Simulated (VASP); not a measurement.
OSZICAR of a VASP run on Mg (hcp):

File OSZICAR:
```
       N       E                     dE             d eps       ncg     rms          rms(c)
DAV:   1    -0.561863691214E+01   -0.56186E+01   -0.13069E+03  1140   0.465E+02
DAV:   2    -0.831445820876E+01   -0.26958E+01   -0.25949E+01  1518   0.283E+01
DAV:   3    -0.833156875212E+01   -0.17111E-01   -0.17110E-01  1638   0.322E+00
DAV:   4    -0.833162199727E+01   -0.53245E-04   -0.53245E-04  1590   0.150E-01
DAV:   5    -0.833162231225E+01   -0.31497E-06   -0.31503E-06  1602   0.819E-03    0.968E-01
DAV:   6    -0.827571195807E+01    0.55910E-01   -0.93021E-02  1398   0.188E+00    0.700E-01
DAV:   7    -0.829525212081E+01   -0.19540E-01   -0.43326E-02  1284   0.219E+00    0.129E-01
DAV:   8    -0.829673617668E+01   -0.14841E-02   -0.10125E-02  1242   0.922E-01    0.301E-02
DAV:   9    -0.829653531291E+01    0.20086E-03   -0.13855E-03  1332   0.372E-01    0.228E-02
DAV:  10    -0.829673900043E+01   -0.20369E-03   -0.59617E-04  1254   0.247E-01    0.823E-03
DAV:  11    -0.829681111582E+01   -0.72115E-04   -0.18448E-05  1506   0.525E-02    0.159E-03
DAV:  12    -0.829679880285E+01    0.12313E-04   -0.14864E-06  1398   0.986E-03    0.105E-03
DAV:  13    -0.829680657071E+01   -0.77679E-05   -0.11799E-06  1320   0.135E-02    0.367E-04
DAV:  14    -0.829680403619E+01    0.25345E-05   -0.28425E-07  1326   0.465E-03    0.463E-05
DAV:  15    -0.829680403055E+01    0.56365E-08   -0.48562E-09   786   0.605E-04
   1 F= -.27031269E+01 E0= -.27031594E+01  d E =-.270313E+01
       N       E                     dE             d eps       ncg     rms          rms(c)
DAV:   1    -0.685452504436E+01    0.14423E+01   -0.61375E+00  1236   0.206E+01    0.754E-01
DAV:   2    -0.689529654972E+01   -0.40772E-01   -0.52899E-02  1410   0.233E+00    0.519E-01
DAV:   3    -0.689217539363E+01    0.31212E-02   -0.83895E-03  1254   0.846E-01    0.134E-01
DAV:   4    -0.689178416027E+01    0.39123E-03   -0.78082E-04  1380   0.184E-01    0.280E-02
DAV:   5    -0.689178985455E+01   -0.56943E-05   -0.25122E-04  1206   0.210E-01    0.925E-03
DAV:   6    -0.689165587935E+01    0.13398E-03   -0.19473E-04  1188   0.167E-01    0.250E-03
DAV:   7    -0.689166136676E+01   -0.54874E-05   -0.20662E-06  1458   0.141E-02    0.870E-04
DAV:   8    -0.689165772198E+01    0.36448E-05   -0.17443E-07  1260   0.392E-03    0.743E-04
DAV:   9    -0.689165667697E+01    0.10450E-05   -0.35216E-07  1176   0.750E-03    0.867E-05
DAV:  10    -0.689165675583E+01   -0.78851E-07   -0.13726E-08   618   0.138E-03
   2 F= -.32729846E+01 E0= -.32727419E+01  d E =-.569858E+00
       N       E                     dE             d eps       ncg     rms          rms(c)
DAV:   1    -0.775184433680E+01   -0.86019E+00   -0.57046E-01  1212   0.601E+00    0.230E-01
DAV:   2    -0.775867064386E+01   -0.68263E-02   -0.82874E-03  1446   0.889E-01    0.160E-01
DAV:   3    -0.775775817252E+01    0.91247E-03   -0.81742E-04  1224   0.212E-01    0.477E-02
DAV:   4    -0.775785518338E+01   -0.97011E-04   -0.15892E-04  1206   0.109E-01    0.100E-02
DAV:   5    -0.775823280680E+01   -0.37762E-03   -0.10432E-04  1152   0.101E-01    0.305E-03
DAV:   6    -0.775782929269E+01    0.40351E-03   -0.44595E-05  1152   0.645E-02    0.576E-04
DAV:   7    -0.775783365281E+01   -0.43601E-05   -0.11907E-06  1398   0.762E-03    0.263E-04
DAV:   8    -0.775783404044E+01   -0.38763E-06   -0.37030E-08   642   0.199E-03    0.145E-04
DAV:   9    -0.775783420726E+01   -0.16681E-06   -0.23905E-09   588   0.676E-04    0.299E-05
DAV:  10    -0.775783359731E+01    0.60995E-06   -0.19349E-09   588   0.660E-04    0.442E-06
DAV:  11    -0.775783365015E+01   -0.52840E-07   -0.73209E-11   588   0.943E-05
   3 F= -.35450537E+01 E0= -.35449469E+01  d E =-.841927E+00
       N       E                     dE             d eps       ncg     rms          rms(c)
DAV:   1    -0.773270906861E+01    0.25125E-01   -0.94375E-04  1212   0.245E-01    0.917E-03
DAV:   2    -0.773271933975E+01   -0.10271E-04   -0.11567E-05  1458   0.321E-02    0.641E-03
DAV:   3    -0.773272440134E+01   -0.50616E-05   -0.15159E-06  1224   0.902E-03    0.215E-03
DAV:   4    -0.773272474386E+01   -0.34252E-06   -0.22585E-07  1140   0.290E-03    0.261E-04
DAV:   5    -0.773272240281E+01    0.23411E-05   -0.75537E-08   978   0.266E-03    0.128E-04
DAV:   6    -0.773272372604E+01   -0.13232E-05   -0.40044E-08   588   0.181E-03    0.229E-05
DAV:   7    -0.773272368153E+01    0.44509E-07   -0.15177E-09   588   0.291E-04
   4 F= -.35449470E+01 E0= -.35448332E+01  d E =-.841820E+00
       N       E                     dE             d eps       ncg     rms          rms(c)
DAV:   1    -0.775775317723E+01   -0.25029E-01   -0.96958E-04  1284   0.247E-01    0.904E-03
DAV:   2    -0.775775465588E+01   -0.14786E-05   -0.11893E-05  1386   0.321E-02    0.632E-03
DAV:   3    -0.775774747679E+01    0.71791E-05   -0.10610E-06  1278   0.850E-03    0.186E-03
DAV:   4    -0.775774728997E+01    0.18682E-06   -0.19881E-07  1188   0.313E-03    0.285E-04
DAV:   5    -0.775774955102E+01   -0.22610E-05   -0.78930E-08   852   0.256E-03    0.140E-04
DAV:   6    -0.775774830482E+01    0.12462E-05   -0.35611E-08   588   0.154E-03    0.227E-05
DAV:   7    -0.775774834948E+01   -0.44660E-07   -0.17991E-09   588   0.340E-04
   5 F= -.35450662E+01 E0= -.35449535E+01  d E =-.119208E-03
       N       E                     dE             d eps       ncg     rms          rms(c)
DAV:   1    -0.774873424390E+01    0.90141E-02   -0.12842E-04  1290   0.901E-02    0.330E-03
DAV:   2    -0.774873668294E+01   -0.24390E-05   -0.15613E-06  1368   0.116E-02    0.230E-03
DAV:   3    -0.774873886909E+01   -0.21862E-05   -0.13816E-07   924   0.309E-03    0.663E-04
DAV:   4    -0.774873897490E+01   -0.10580E-06   -0.25715E-08   594   0.114E-03    0.104E-04
DAV:   5    -0.774873821193E+01    0.76297E-06   -0.10639E-08   588   0.918E-04    0.495E-05
DAV:   6    -0.774873859161E+01   -0.37968E-06   -0.48060E-09   588   0.554E-04    0.763E-06
DAV:   7    -0.774873857190E+01    0.19710E-07   -0.27343E-10   588   0.132E-04
   6 F= -.35451202E+01 E0= -.35450077E+01  d E =-.173204E-03
```

**Question.** Which electronic solver shows in the log?

**Answer.** It is blocked Davidson (ALGO = Normal, or the opening steps of other solvers). The INCAR had ALGO = Normal.

**Question.** Can the final energy be trusted as converged?

**Answer.** The calculation finished and met its thresholds. It stopped with EDIFF = 1E-7, NELM = 100, NSW = 40 and EDIFFG = -0.01 after 6 ionic steps (r2SCAN meta-GGA, plane waves, VASP's PBE PAW potentials (set 64)). Energy and stress use the plane-wave basis of the starting cell.

The compound is Mg in the hcp structure. This run relaxes it under an external pressure of 20 GPa. Symmetry was kept, so distortions that lower it aren't found.
